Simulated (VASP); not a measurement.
Here is a VASP 6.6.1 calculation.

Contents of INCAR:

```
PREC = Accurate
ENCUT = 520
EDIFF = 1E-7
ISMEAR = 0
SIGMA = 0.1
LREAL = F
LASPH = T
NELM = 120
ALGO = Normal
ISIF = 3
LWAVE = F
LCHARG = F
GGA = PE
IBRION = 2
NSW = 60
EDIFFG = -0.005
POTIM = 0.3
KPAR = 8
```

The input KPOINTS:

```
Automatic mesh
0
Gamma
  6 6 8
```

The input POSCAR:

```
Sn2HBr3                                 
1.0
    4.1482581204     -5.0422097577      0.0000000000
    4.1482581204      5.0422097577      0.0000000000
    0.0000000000      0.0000000000      4.4815814042
  Sn              H               Br            
     2     1     3
Direct
     0.2883155537719180    0.7116844462280820    0.0000000000000000
     0.7116844462280820    0.2883155537719180    0.0000000000000000
     0.5000000000000000    0.5000000000000000    0.0000000000000000
     0.0000000000000000    0.0000000000000000    0.0000000000000000
     0.5000000000000000    0.0000000000000000    0.5000000000000000
     0.0000000000000000    0.5000000000000000    0.5000000000000000
```

Potentials or basis: VASP PAW PBE potentials, release 64 (Sn_d, H, Br).

The run is started by

```console
$ cat potpaw_PBE.64/Sn_d/POTCAR potpaw_PBE.64/H/POTCAR potpaw_PBE.64/Br/POTCAR > POTCAR
$ mpirun -np 8 vasp_std > vasp.out
```

Question: What does it give for the relaxed cell?

Answer: a = 6.529 Å, b = 6.529 Å, c = 4.482 Å, α = 90.00°, β = 90.00°, γ = 101.11°.

Question: What does it give for the space group after relaxing (to 0.05 Å)?

Answer: Cmmm (No. 65).

Question: Estimate the relaxed volume.

Answer: 31.25 Å³/atom.

Final structure:
```
Sn H Br
1.0
     4.14837   -5.04207    0.00000
     4.14837    5.04207    0.00000
     0.00000    0.00000    4.48206
Sn H Br
2 1 3
Direct
  0.28830 0.71170 0.00000
  0.71170 0.28830 0.00000
  0.50000 0.50000 0.00000
  0.00000 0.00000 0.00000
  0.50000 0.00000 0.50000
  0.00000 0.50000 0.50000
```
